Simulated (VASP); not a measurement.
All values below come from TPSS meta-GGA, VASP's PBE PAW potentials (set 64) (plane waves; VASP 6.6.1).

The input files of a VASP run:

**POSCAR**
```
Ir
1
    0.0000000000     1.9200000000     1.9200000000
    1.9200000000     0.0000000000     1.9200000000
    1.9200000000     1.9200000000     0.0000000000
Ir
1
Direct
  0.0000000000   0.0000000000   0.0000000000
```

INCAR:
```
# general
SYSTEM =Ir
PREC   =Accurate
ENCUT  =520   # plane-wave cut-off (eV)
LREAL  =.FALSE.
LASPH  =.TRUE.   # aspherical one-centre terms

# electronic loop
EDIFF  =1E-6   # SCF stop (eV)
NELM   =100
ALGO   =Normal
LMAXMIX=6
LMIXTAU=.TRUE.

# smearing
ISMEAR =1   # Methfessel-Paxton
SIGMA  =0.1   # width (eV)

# functional
METAGGA=TPSS

# ions
IBRION =2
NSW    =60
ISIF   =3   # ions, shape and volume
EDIFFG =-0.01

# output
LWAVE  =.FALSE.
LCHARG =.FALSE.
```

### KPOINTS
```
Automatic mesh
0
Gamma
15 15 15
0 0 0
```

POTCAR, in this order: Ir (PBE.64 set). Program: vasp_std.

The resulting files:

File OUTCAR:
```
 ion  position               nearest neighbor table
   1  0.000  0.000  0.000-
  LATTYP: Found a face centered cubic cell.
 ALAT       =     3.8400000000
 Subroutine PRICEL returns:
 Original cell was already a primitive cell.
 Subroutine GETGRP returns: Found 48 space group operations
The static configuration has the point symmetry O_h .
The dynamic configuration has the point symmetry O_h .
 Subroutine INISYM returns: Found 48 space group operations
 Subroutine IBZKPT returns following result:
 Found    120 irreducible k-points:

 Following reciprocal coordinates:
            Coordinates               Weight
  0.000000  0.000000  0.000000      1.000000
  0.066667  0.000000  0.000000      8.000000
  0.133333  0.000000  0.000000      8.000000
  0.200000  0.000000  0.000000      8.000000
  0.266667  0.000000  0.000000      8.000000
  0.333333  0.000000  0.000000      8.000000
  0.400000  0.000000  0.000000      8.000000
  0.466667  0.000000  0.000000      8.000000
  0.066667  0.066667  0.000000      6.000000
  0.133333  0.066667  0.000000     24.000000
  0.200000  0.066667  0.000000     24.000000
  0.266667  0.066667  0.000000     24.000000
  0.333333  0.066667  0.000000     24.000000
  0.400000  0.066667  0.000000     24.000000
  0.466667  0.066667  0.000000     24.000000
 -0.466667  0.066667  0.000000     24.000000
 -0.400000  0.066667  0.000000     24.000000
 -0.333333  0.066667  0.000000     24.000000
 -0.266667  0.066667  0.000000     24.000000
 -0.200000  0.066667  0.000000     24.000000
 -0.133333  0.066667  0.000000     24.000000
 -0.066667  0.066667  0.000000     12.000000
  0.133333  0.133333  0.000000      6.000000
  0.200000  0.133333  0.000000     24.000000
  0.266667  0.133333  0.000000     24.000000
...
```

### OSZICAR
```
       N       E                     dE             d eps       ncg     rms          rms(c)
DAV:   1     0.624941868589E+02    0.62494E+02   -0.49066E+03  1968   0.116E+03
DAV:   2    -0.154036472911E+01   -0.64035E+02   -0.61908E+02  1928   0.286E+02
DAV:   3    -0.265144429867E+01   -0.11111E+01   -0.11089E+01  3056   0.546E+01
DAV:   4    -0.265607200763E+01   -0.46277E-02   -0.46257E-02  2720   0.253E+00
DAV:   5    -0.265608058262E+01   -0.85750E-05   -0.85753E-05  3064   0.109E-01    0.150E+01
DAV:   6    -0.992772865216E+01   -0.72716E+01   -0.62976E+00  1920   0.333E+01    0.912E+00
DAV:   7    -0.943902703361E+01    0.48870E+00   -0.23991E+00  2112   0.211E+01    0.154E+00
DAV:   8    -0.961792481318E+01   -0.17890E+00   -0.86730E-02  2128   0.452E+00    0.471E-01
DAV:   9    -0.961377286990E+01    0.41519E-02   -0.23442E-02  2200   0.211E+00    0.476E-01
DAV:  10    -0.961786365267E+01   -0.40908E-02   -0.13194E-02  2384   0.178E+00    0.150E-01
DAV:  11    -0.961837577141E+01   -0.51212E-03   -0.14626E-03  2720   0.474E-01    0.568E-02
DAV:  12    -0.961839634370E+01   -0.20572E-04   -0.63014E-06  2088   0.347E-02    0.564E-02
DAV:  13    -0.961843670835E+01   -0.40365E-04   -0.18453E-04  2272   0.187E-01    0.143E-02
DAV:  14    -0.961843467427E+01    0.20341E-05   -0.14442E-05  2440   0.613E-02    0.389E-03
DAV:  15    -0.961843506864E+01   -0.39437E-06   -0.73599E-08  1088   0.387E-03
   1 F= -.96184351E+01 E0= -.96183028E+01  d E =-.961844E+01
       N       E                     dE             d eps       ncg     rms          rms(c)
DAV:   1    -0.972883958942E+01   -0.11040E+00   -0.60318E+00  2056   0.403E+01    0.308E+00
DAV:   2    -0.959991584605E+01    0.12892E+00   -0.32673E-01  2176   0.782E+00    0.149E+00
DAV:   3    -0.958676316157E+01    0.13153E-01   -0.95900E-02  2360   0.348E+00    0.586E-01
DAV:   4    -0.958090481355E+01    0.58583E-02   -0.12433E-02  2320   0.127E+00    0.217E-01
DAV:   5    -0.958757870553E+01   -0.66739E-02   -0.62542E-03  2168   0.789E-01    0.438E-02
DAV:   6    -0.958766804738E+01   -0.89342E-04   -0.13821E-04  2088   0.166E-01    0.152E-02
DAV:   7    -0.958765261605E+01    0.15431E-04   -0.77492E-05  2184   0.135E-01    0.281E-02
DAV:   8    -0.958768334875E+01   -0.30733E-04   -0.12132E-04  2192   0.162E-01    0.190E-03
DAV:   9    -0.958768638001E+01   -0.30313E-05   -0.78622E-07  1472   0.141E-02    0.838E-04
DAV:  10    -0.958768544643E+01    0.93359E-06   -0.38875E-08   984   0.281E-03
   2 F= -.95876854E+01 E0= -.95875470E+01  d E =0.307496E-01
       N       E                     dE             d eps       ncg     rms          rms(c)
DAV:   1    -0.970742409227E+01   -0.11974E+00   -0.38063E+00  2048   0.320E+01    0.312E+00
DAV:   2    -0.963071078782E+01    0.76713E-01   -0.17610E-01  2168   0.591E+00    0.951E-01
DAV:   3    -0.961972037215E+01    0.10990E-01   -0.66173E-02  2312   0.302E+00    0.291E-01
DAV:   4    -0.962008438359E+01   -0.36401E-03   -0.33573E-03  2296   0.691E-01    0.127E-01
DAV:   5    -0.962043641216E+01   -0.35203E-03   -0.19299E-03  2152   0.387E-01    0.480E-02
DAV:   6    -0.962075013773E+01   -0.31373E-03   -0.31059E-04  2296   0.220E-01    0.738E-03
DAV:   7    -0.962072054663E+01    0.29591E-04   -0.35782E-05  2344   0.913E-02    0.202E-02
DAV:   8    -0.962075709911E+01   -0.36552E-04   -0.43064E-05  2352   0.988E-02    0.914E-04
DAV:   9    -0.962075519611E+01    0.19030E-05   -0.18048E-07  1048   0.704E-03    0.419E-04
DAV:  10    -0.962075589165E+01   -0.69553E-06   -0.15504E-08   960   0.187E-03
   3 F= -.96207559E+01 E0= -.96206234E+01  d E =-.232082E-02
```

OUTCAR:
```
------------------------ aborting loop because EDIFF is reached ----------------------------------------
  FORCE on cell =-STRESS in cart. coord.  units (eV):
  Direction    XX          YY          ZZ          XY          YZ          ZX
  --------------------------------------------------------------------------------------
  Total       -0.0058132     -0.0058132     -0.0058132      0.0000000      0.0000000      0.0000000
  in kB       -0.6500728     -0.6500728     -0.6500728      0.0000000      0.0000000      0.0000000
  external PRESSURE =      -0.6500728 kB  Pullay stress =       0.0000000 kB
  volume of cell :       14.33
      direct lattice vectors                 reciprocal lattice vectors
     0.000000000  1.927721384  1.927721384    -0.259373582  0.259373582  0.259373582
     1.927721384  0.000000000  1.927721384     0.259373582 -0.259373582  0.259373582
     1.927721384  1.927721384 -0.000000000     0.259373582  0.259373582 -0.259373582
 POSITION                                       TOTAL-FORCE (eV/Angst)
 -----------------------------------------------------------------------------------
      0.00000      0.00000      0.00000         0.000000     -0.000000      0.000000
 -----------------------------------------------------------------------------------
    total drift:                               -0.000000     -0.000000     -0.000000
  FREE ENERGIE OF THE ION-ELECTRON SYSTEM (eV)
  ---------------------------------------------------
  free  energy   TOTEN  =        -9.6207558916 eV

  energy  without entropy=       -9.6203583320  energy(sigma->0) =       -9.62062337

 reached required accuracy - stopping structural energy minimisation
```
(Selected blocks of OUTCAR.)

### CONTCAR
```
Ir
   1.00000000000000
     0.0000000000000000    1.9277213838819864    1.9277213838819864
     1.9277213838819864    0.0000000000000000    1.9277213838819864
     1.9277213838819864    1.9277213838819864   -0.0000000000000000
  Ir
     1
Direct
     0.0000000000000000    0.0000000000000000    0.0000000000000000
```

The compound is Ir in the fcc structure. This run relaxes it. Symmetry was kept, so distortions that lower it aren't found.
